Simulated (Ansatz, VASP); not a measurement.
This is a calculation of Hf3Be for Ansatz 0.2.0.

File input.yaml:

```yaml
crystal:
  lattice:
    - [-2.1058547084, 2.1058547084, 4.3818749594]
    - [2.1058547084, -2.1058547084, 4.3818749594]
    - [2.1058547084, 2.1058547084, -4.3818749594]
  atoms:
    - { symbol: Hf, position: [0.5, 0.5, 0.0] }
    - { symbol: Hf, position: [0.25, 0.75, 0.5] }
    - { symbol: Hf, position: [0.75, 0.25, 0.5] }
    - { symbol: Be, position: [0.0, 0.0, 0.0] }
hamiltonian:
  xc: pbe
  pseudopotentials: { kind: paw }
kpoints:
  mp_grid: { grid: [9, 9, 9] }
scf:
  occupations: { method: fermi_dirac, width: 0.05 }
output:
  forces: true
  stress: true
  eigenvalues: true
```

Potentials or basis: Ansatz PAW.

The run is started by

```bash
$ ansatz run input.yaml --threads 2 --pin off --max-ram 5120MiB --backend cpu --events-out ev --progress --plain --runs-dir out
```

Question: Set up the same calculation for VASP 6.6.1. Potentials there: VASP PAW PBE potentials, release 64 (Hf_pv, Be).

Answer: As run (the cutoff follows the program's own potentials):

INCAR

```
SYSTEM = Hf3Be
ALGO = Normal ; EDIFF = 1E-7
ENCUT = 520 ; GGA = PE
ISIF = 2 ; ISMEAR = -1
LASPH = .True. ; LCHARG = .False.
LREAL = .False. ; LWAVE = .False.
NBANDS = 24 ; NELM = 100
PREC = Accurate ; SIGMA = 0.05
```

Contents of KPOINTS:

```
k-points
0
Gamma
  9 9 9
  0 0 0
```

Contents of POSCAR:

```
Hf3Be
1.0
   -2.1058547084      2.1058547084      4.3818749594
    2.1058547084     -2.1058547084      4.3818749594
    2.1058547084      2.1058547084     -4.3818749594
Hf Be
3 1
Direct
    0.5000000000      0.5000000000      0.0000000000
    0.2500000000      0.7500000000      0.5000000000
    0.7500000000      0.2500000000      0.5000000000
    0.0000000000      0.0000000000      0.0000000000
```

Potentials or basis: VASP PAW PBE potentials, release 64 (Hf_pv, Be).

Command:

```sh
$ cat potpaw_PBE.64/Hf_pv/POTCAR potpaw_PBE.64/Be/POTCAR > POTCAR
$ mpirun -np 1 vasp_std > vasp.out
```

Both were run:

|  | VASP | Ansatz | Ansatz less VASP |
| --- | --- | --- | --- |
| gap on the k mesh at the Fermi level (eV) | none | none | - |
| pressure (GPa) | -2.2 | -1.9 | +0.31 |
| largest component of the traceless stress (GPa) | 0.45 | 0.44 | -0.016 |

A gap of «none» marks a metal or a gap that the smearing closes. The functional is the same, so the differences come from potentials, cutoffs and numerics. The two sets of potentials don't hold the same shells in valence.

The runs have no spin-orbit coupling, so splittings on Hf are missing.
